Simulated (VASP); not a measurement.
Consider the following.

```yaml
crystal:
  lattice:
    - [0.00000, 2.87838, 2.87838]
    - [2.87838, 0.00000, 2.87838]
    - [2.87838, 2.87838, 0.00000]
  atoms:
    - { symbol: Ge, position: [0.50000, 0.50000, 0.50000] }
    - { symbol: Ge, position: [0.75000, 0.75000, 0.75000] }
```

These are PBE GGA, VASP's PBE PAW potentials (set 64) (plane waves; VASP) values and carry that method's errors. Run with PREC = Normal, EDIFF = 1E-5, 400 eV cut-off, 9×9×9 Γ-centred mesh, Gaussian smearing of 0.050 eV, potentials Ge_d.

Problem. Predict the energy per atom (σ→0), band gap (on the k-mesh) with the smallest direct gap where there is one.

Solution. 
```
Property                                                     Value
------------------------  ----------------------------------------
band gap (on the k-mesh)  none (metal, semimetal or under 0.01 eV)
energy per atom (σ→0)                               -4.515 eV/atom
```

Total energies compare only between runs with the same potentials, cut-off and functional.

The compound is Ge in the diamond structure. It was relaxed first, which changed the volume by +5 %.
